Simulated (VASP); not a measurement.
# SbAs2 (Fd-3m) in VASP: further runs

One crystal, SbAs2, is run at these levels: PBE, LDA, RPBE+D3; tasks: relaxation of cell and atoms, relaxation of the atoms.

Program: VASP 6.6.1. These are calculated values, not measurements. Logs are shortened: lines on timing, memory, paths and dates and some standing lists are left out, and cuts for length are marked.

### 1 The structure

It takes space group Fd-3m (No. 227, cubic). Conventional cell: a = 8.099 Å, b = 8.099 Å, c = 8.099 Å, α = 90.00°, β = 90.00°, γ = 90.00°. Sb (site symmetry -43m) has 12 As at 3.36 Å and 4 Sb at 3.51 Å as nearest neighbours. Around As (site symmetry -3m) lie 6 As at 2.86 Å.

The cell was built by a generator and needn't be a form met in nature.

### 2 Relaxation of cell and atoms, PBE

Input file INCAR:

```
PREC     = Accurate       # precision mode
ENCUT    = 600            # plane-wave cutoff, eV
EDIFF    = 1E-7           # SCF threshold, eV
ISMEAR   = 0              # smearing method
SIGMA    = 0.05           # smearing width, eV
LREAL    = False          # projectors in reciprocal space
LASPH    = True           # aspherical terms in the spheres
NELM     = 60             # most SCF steps
ALGO     = Normal         # electronic algorithm
ISIF     = 3              # what is computed and relaxed
LWAVE    = False          # write WAVECAR
LCHARG   = False          # write CHGCAR
GGA      = PE             # functional
IBRION   = 2              # ionic algorithm
NSW      = 40             # ionic steps
EDIFFG   = -0.01          # ionic threshold
```

Input file KPOINTS:

```
Automatic mesh
0
Gamma
  6 6 6
```

Input file POSCAR:

```
SbAs2
1.0
    0.0000000000      4.0494700000      4.0494700000
    4.0494700000      0.0000000000      4.0494700000
    4.0494700000      4.0494700000      0.0000000000
Sb As
2 4
Direct
    0.7500000000      0.7500000000      0.7500000000
    0.5000000000      0.5000000000      0.5000000000
    0.1250000000      0.1250000000      0.1250000000
    0.6250000000      0.1250000000      0.1250000000
    0.1250000000      0.1250000000      0.6250000000
    0.1250000000      0.6250000000      0.1250000000
```

Potentials or basis: VASP PAW PBE potentials, release 64 (Sb, As).

The run is started by

```console
cat potpaw_PBE.64/Sb/POTCAR potpaw_PBE.64/As/POTCAR > POTCAR
mpirun -np 1 vasp_std > vasp.out
```

OUTCAR:

```text
PREC = Accurate
   ENCUT = 600
   EDIFF = 1E-7
   ISMEAR = 0
   LREAL = False
   LASPH = True
   NELM = 60
   ISIF = 3
   GGA = PE
   IBRION = 2
   NSW = 40
   EDIFFG = -0.01

 ion  position               nearest neighbor table
   1  0.750  0.750  0.750-   2 3.51   2 3.51   2 3.51   2 3.51
   2  0.500  0.500  0.500-   1 3.51   1 3.51   1 3.51   1 3.51
   3  0.125  0.125  0.125-   4 2.86   5 2.86   6 2.86   5 2.86   6 2.86   4 2.86
   4  0.625  0.125  0.125-   3 2.86   5 2.86   6 2.86   3 2.86   5 2.86   6 2.86
   5  0.125  0.125  0.625-   3 2.86   3 2.86   4 2.86   6 2.86   6 2.86   4 2.86
   6  0.125  0.625  0.125-   3 2.86   5 2.86   3 2.86   4 2.86   5 2.86   4 2.86

  LATTYP: Found a face centered cubic cell.
 ALAT       =     8.0989400000

  Lattice vectors:

 A1 = (   0.0000000000,   4.0494700000,   4.0494700000)
 A2 = (   4.0494700000,   0.0000000000,   4.0494700000)
 A3 = (   4.0494700000,   4.0494700000,   0.0000000000)

Analysis of symmetry for initial positions (statically):
=====================================================================
 Subroutine PRICEL returns:
 Original cell was already a primitive cell.

 Routine SETGRP: Setting up the symmetry group for a
 face centered cubic supercell.

 Subroutine GETGRP returns: Found 48 space group operations
 (whereof 24 operations were pure point group operations)
 out of a pool of 48 trial point group operations.

The static configuration has the point symmetry T_d .
 The point group associated with its full space group is O_h .

Analysis of symmetry for dynamics (positions and initial velocities):
=====================================================================
 Subroutine PRICEL returns:
 Original cell was already a primitive cell.

 Routine SETGRP: Setting up the symmetry group for a
 face centered cubic supercell.

 Subroutine GETGRP returns: Found 48 space group operations
 (whereof 24 operations were pure point group operations)
 out of a pool of 48 trial point group operations.

The dynamic configuration has the point symmetry T_d .
 The point group associated with its full space group is O_h .

 Subroutine INISYM returns: Found 48 space group operations
 (whereof 24 operations are pure point group operations),
 and found     1 'primitive' translations

----------------------------------------------------------------------------------------

                                     Primitive cell

  volume of cell :     132.8081

  direct lattice vectors                    reciprocal lattice vectors
     0.000000000  4.049470000  4.049470000    -0.123472948  0.123472948  0.123472948
     4.049470000  0.000000000  4.049470000     0.123472948 -0.123472948  0.123472948
     4.049470000  4.049470000  0.000000000     0.123472948  0.123472948 -0.123472948

  length of vectors
     5.726815394  5.726815394  5.726815394     0.213861420  0.213861420  0.213861420

  position of ions in fractional coordinates (direct lattice)
     0.750000000  0.750000000  0.750000000
     0.500000000  0.500000000  0.500000000
     0.125000000  0.125000000  0.125000000
     0.625000000  0.125000000  0.125000000
     0.125000000  0.125000000  0.625000000
     0.125000000  0.625000000  0.125000000

  ion indices of the primitive-cell ions
   primitive index   ion index
                 1           1
                 2           2
                 3           3
                 4           4
                 5           5
                 6           6

----------------------------------------------------------------------------------------

 KPOINTS: Automatic mesh

Automatic generation of k-mesh.
 Grid dimensions read from file:
 generate k-points for:    6    6    6

 Generating k-lattice:

  Cartesian coordinates                     Fractional coordinates (reciprocal lattice)
    -0.020578825  0.020578825  0.020578825     0.166666667  0.000000000  0.000000000
     0.020578825 -0.020578825  0.020578825     0.000000000  0.166666667  0.000000000
     0.020578825  0.020578825 -0.020578825     0.000000000  0.000000000  0.166666667

  Length of vectors
     0.035643570  0.035643570  0.035643570

  Shift w.r.t. Gamma in fractional coordinates (k-lattice)
     0.000000000  0.000000000  0.000000000

 Subroutine IBZKPT returns following result:
 ===========================================

 Found     16 irreducible k-points:

 Following reciprocal coordinates:
            Coordinates               Weight
  0.000000  0.000000  0.000000      1.000000
  0.166667  0.000000  0.000000      8.000000
  0.333333  0.000000  0.000000      8.000000
  0.500000  0.000000  0.000000      4.000000
  0.166667  0.166667  0.000000      6.000000
  0.333333  0.166667  0.000000     24.000000
[... 8 lines left out ...]
 -0.333333  0.333333  0.166667     24.000000
 -0.333333  0.500000  0.166667     12.000000
   k-points           NKPTS =     16   k-points in BZ     NKDIM =     16   number of bands    NBANDS=     19
   number of dos      NEDOS =    301   number of ions     NIONS =      6
   total plane-waves  NPLWV = 110592
   dimension x,y,z NGX =    48 NGY =   48 NGZ =   48
   dimension x,y,z NGXF=    96 NGYF=   96 NGZF=   96
   ions per type =               2   4
   NGX,Y,Z   is equivalent  to a cutoff of  13.93, 13.93, 13.93 a.u.
   NGXF,Y,Z  is equivalent  to a cutoff of  27.87, 27.87, 27.87 a.u.
 SYSTEM =  unknown system
   PREC   = accura    normal or accurate (medium, high low for compatibility)
   ISTART =      0    job   : 0-new  1-cont  2-samecut
   ICHARG =      2    charge: 1-file 2-atom 10-const
   ISPIN  =      1    spin polarized calculation?
   LNONCOLLINEAR =      F non collinear calculations
   LSORBIT =      F    spin-orbit coupling
   LASPH  =      T    aspherical Exc in radial PAW
   ENCUT  =  600.0 eV  44.10 Ry    6.64 a.u.  11.44 11.44 11.44*2*pi/ulx,y,z
   NELM   =     60;   NELMIN=  2; NELMDL= -5     # of ELM steps
   EDIFF  = 0.1E-06   stopping-criterion for ELM
   LREAL  =      F    real-space projection
   EDIFFG = -.1E-01   stopping-criterion for IOM
   NSW    =     40    number of steps for IOM
   IBRION =      2    ionic relax: 0-MD 1-quasi-New 2-CG
   NFREE  =      1    steps in history (QN), initial steepest desc. (CG)
   ISIF   =      3    stress and relaxation
   ISYM   =      2    0-nonsym 1-usesym 2-fastsym
   POTIM  = 0.5000    time-step for ionic-motion
   TEBEG  =    0.0;   TEEND  =   0.0 temperature during run
   PSTRESS=    0.0 pullay stress
   NELECT =      30.0000    total number of electrons
   NUPDOWN=      -1.0000    fix difference up-down
   EMIN   =  10.00;   EMAX   =-10.00  energy-range for DOS
   EFERMI =   0.00;   METHOD = LEGACY
   ISMEAR =     0;   SIGMA  =   0.05  broadening in eV -4-tet -1-fermi 0-gaus
   EFERMI_NEDOS =   21; number of points for ismear=-14 and -15
   IALGO  =     38    algorithm
   IMIX   =      4    mixing-type and parameters
     AMIX     =   0.40;   BMIX     =  1.00
     AMIX_MAG =   1.60;   BMIX_MAG =  1.00
  volume/ion in A,a.u.               =      22.13       149.37
  Fermi-wavevector in a.u.,A,eV,Ry     =   0.997027  1.884108 13.525055  0.994064
  Thomas-Fermi vector in A             =   2.129156
   LORBIT       =      0    0 simple, 1 ext, 2 COOP (PROOUT), +10 PAW based schemes
   GGA     = PE    functional components
   LHFCALC =     F    Hartree Fock is set to
   AEXX    =    0.0000 exact exchange contribution
   IVDW    =     0    specifies the selected vdW correction
   LEPSILON=     F    determine dielectric tensor
   LRPA    =     F    only Hartree local field effects (RPA)
 conjugate gradient relaxation of ions
 non-spin polarized calculation
 Gauss-broadening in eV      SIGMA  =   0.05
  energy-cutoff  :      600.00
  volume of cell :      132.81
 maximum number of plane-waves:      4477
 NGX is ok and might be reduce to    48
   NGX = 23   NGY = 23   NGZ = 23

--------------------------------------- Ionic step        1  -------------------------------------------

 number of electron      30.0000001 magnetization

 Free energy of the ion-electron system (eV)
  ---------------------------------------------------
  ext. energy  EPLUGINS =         0.00000000
  ---------------------------------------------------
  free energy    TOTEN  =       -23.98860128 eV

  energy without entropy =      -23.98129302  energy(sigma->0) =      -23.98494715

------------------------ aborting loop because EDIFF is reached ----------------------------------------

  FORCE on cell =-STRESS in cart. coord.  units (eV):
  Direction    XX          YY          ZZ          XY          YZ          ZX
  --------------------------------------------------------------------------------------
  -------------------------------------------------------------------------------------
  Total        0.1477510      0.1477510      0.1477510      0.0000000     -0.0000000      0.0000000
  in kB        1.7824466      1.7824466      1.7824466      0.0000000     -0.0000000      0.0000000
  external PRESSURE =       1.7824466 kB  Pullay stress =       0.0000000 kB

 VOLUME and BASIS-vectors are now :
 -----------------------------------------------------------------------------
  energy-cutoff  :      600.00
  volume of cell :      132.81
      direct lattice vectors                 reciprocal lattice vectors
     0.000000000  4.049470000  4.049470000    -0.123472948  0.123472948  0.123472948
     4.049470000  0.000000000  4.049470000     0.123472948 -0.123472948  0.123472948
     4.049470000  4.049470000  0.000000000     0.123472948  0.123472948 -0.123472948
[... 41 lines left out ...]
 POSITION                                       TOTAL-FORCE (eV/Angst)
 -----------------------------------------------------------------------------------
      6.08142      6.08142      6.08142        -0.000000     -0.000000     -0.000000
      4.05428      4.05428      4.05428         0.000000      0.000000      0.000000
      1.01357      1.01357      1.01357         0.000000      0.000000     -0.000000
      1.01357      3.04071      3.04071         0.000000      0.000000     -0.000000
      3.04071      3.04071      1.01357         0.000000      0.000000     -0.000000
      3.04071      1.01357      3.04071         0.000000      0.000000     -0.000000
 -----------------------------------------------------------------------------------
    total drift:                                0.000000      0.000000      0.000000

  FREE ENERGIE OF THE ION-ELECTRON SYSTEM (eV)
  ---------------------------------------------------
  free  energy   TOTEN  =       -23.9887427365 eV

  energy  without entropy=      -23.9815463214  energy(sigma->0) =      -23.98514453

--------------------------------------- Ionic step        3  -------------------------------------------

 number of electron      30.0000002 magnetization

 Free energy of the ion-electron system (eV)
  ---------------------------------------------------
  ext. energy  EPLUGINS =         0.00000000
  ---------------------------------------------------
  free energy    TOTEN  =       -23.98877901 eV

  energy without entropy =      -23.98154752  energy(sigma->0) =      -23.98516326

 E-fermi :   7.1131     XC(G=0): -10.4464

 val. band max:        7.0820262794   @ k =   0.5000   0.0000   0.0000
 cond. band min:       7.1208977444   @ k =  -0.3333   0.3333   0.1667
 fundamental gap:      0.0388714650
 Fermi energy:         7.1131458101

 k-point     1 :       0.0000    0.0000    0.0000
  band No.  band energies     occupation
      1      -7.3737      2.00000
      2      -2.4308      2.00000
      3      -2.4308      2.00000
      4      -2.4308      2.00000
      5      -1.9668      2.00000
      6      -0.8990      2.00000
[... 11 lines left out ...]
     18       9.4412      0.00000
     19      10.1312      0.00000
[... 350 lines left out ...]
 POSITION                                       TOTAL-FORCE (eV/Angst)
 -----------------------------------------------------------------------------------
      6.07915      6.07915      6.07915        -0.000000     -0.000000     -0.000000
      4.05276      4.05276      4.05276         0.000000      0.000000      0.000000
      1.01319      1.01319      1.01319        -0.000000     -0.000000      0.000000
      1.01319      3.03957      3.03957        -0.000000     -0.000000      0.000000
      3.03957      3.03957      1.01319        -0.000000     -0.000000     -0.000000
      3.03957      1.01319      3.03957        -0.000000     -0.000000      0.000000
 -----------------------------------------------------------------------------------
    total drift:                                0.000000      0.000000      0.000000

  FREE ENERGIE OF THE ION-ELECTRON SYSTEM (eV)
  ---------------------------------------------------
  free  energy   TOTEN  =       -23.9887790078 eV

  energy  without entropy=      -23.9815475174  energy(sigma->0) =      -23.98516326

 reached required accuracy - stopping structural energy minimisation
```

Run time: 3.9 min. Hardware: 1 thread of AMD EPYC, shared host; peak memory 0.3 GiB.

Results:

```
Free energy                            : -23.9888 eV
Relaxed volume                         : 22.19 Å³/atom
Relaxed cell                           : a = 5.731 Å, b = 5.731 Å, c = 5.731 Å, α = 60.00°, β = 60.00°, γ = 60.00°
Space group after relaxing (to 0.05 Å) : Fd-3m (No. 227)
Energy gained by relaxing              : 0.0 meV/atom
Ionic steps                            : 3
Pressure after relaxing                : 0.0 GPa
Band gap on the k mesh                 : none (metal or under the smearing width)
```

Step by step:
```
step  energy change (eV)  largest force (eV/Å)  pressure (GPa)  volume (Å³)
   1              0.0000                0.0000            0.18       132.81
   2             -0.0001                0.0000           -0.07       133.28
   3             -0.0002                0.0000            0.00       133.13
```

Final structure:
```yaml
crystal:
  lattice:
    - [0.00000, 4.05276, 4.05276]
    - [4.05276, 0.00000, 4.05276]
    - [4.05276, 4.05276, 0.00000]
  atoms:
    - { symbol: Sb, position: [0.75000, 0.75000, 0.75000] }
    - { symbol: Sb, position: [0.50000, 0.50000, 0.50000] }
    - { symbol: As, position: [0.12500, 0.12500, 0.12500] }
    - { symbol: As, position: [0.62500, 0.12500, 0.12500] }
    - { symbol: As, position: [0.12500, 0.12500, 0.62500] }
    - { symbol: As, position: [0.12500, 0.62500, 0.12500] }
```

Levels at points of the mesh, in eV from the Fermi level:
```csv
k point,band 12,band 13,band 14,band 15,band 16,band 17,band 18,band 19
"(0.00, 0.00, 0.00)",-3.15,-2.58,-2.58,-2.58,2.33,2.33,2.33,3.02
"(0.50, 0.00, 0.00)",-1.97,-1.66,-1.66,-0.36,-0.03,1.19,1.19,1.63
"(0.50, 0.50, 0.00)",-1.34,-1.09,-1.09,-0.93,-0.93,0.53,0.53,0.95
```

[end of part 1 of 2]
